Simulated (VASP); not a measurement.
Nb:

```xyz
1
Lattice="-1.6640 1.6640 1.6640 1.6640 -1.6640 1.6640 1.6640 1.6640 -1.6640" Properties=species:S:1:pos:R:3 pbc="T T T"
Nb    0.0000    0.0000    0.0000
```

The cell was built by a generator and needn't be a form met in nature.

* Program: VASP 6.6.1
* Task: relaxation of cell and atoms
* Functional: PBEsol
* Potentials or basis: VASP PAW PBE potentials, release 64 (Nb_sv)
* Cutoff: 600 eV
* k mesh: 16 × 16 × 16
* Occupations: methfessel-paxton, width 0.1 eV
* Spin: no spin polarisation

At the start: pressure -8.9 GPa; volume 18.43 Å³/atom.

Where does the relaxation end?

Over 4 steps the energy falls by 28.3 meV/atom and the volume is 17.46 Å³/atom (-5.2 %); space group Im-3m (No. 229, to 0.05 Å).

The path:
```csv
step,energy change (eV),largest force (eV/Å),pressure (GPa),volume (Å³)
1,0.0000,0.0000,-8.94,18.43
2,0.0778,0.0000,22.45,15.82
3,-0.0283,0.0000,-0.38,17.49
4,-0.0283,0.0000,-0.06,17.46
```

Final structure:
```cif
data_structure
_symmetry_space_group_name_H-M 'P 1'
_symmetry_Int_Tables_number 1
_cell_length_a 2.8307
_cell_length_b 2.8307
_cell_length_c 2.8307
_cell_angle_alpha 109.471
_cell_angle_beta 109.471
_cell_angle_gamma 109.471
_cell_volume 17.46
loop_
_atom_site_label
_atom_site_type_symbol
_atom_site_fract_x
_atom_site_fract_y
_atom_site_fract_z
_atom_site_occupancy
Nb1 Nb 0.00000 0.00000 0.00000 1
```

Caveat: the PAW data sets were made with another functional, which shifts forces and pressure a little.
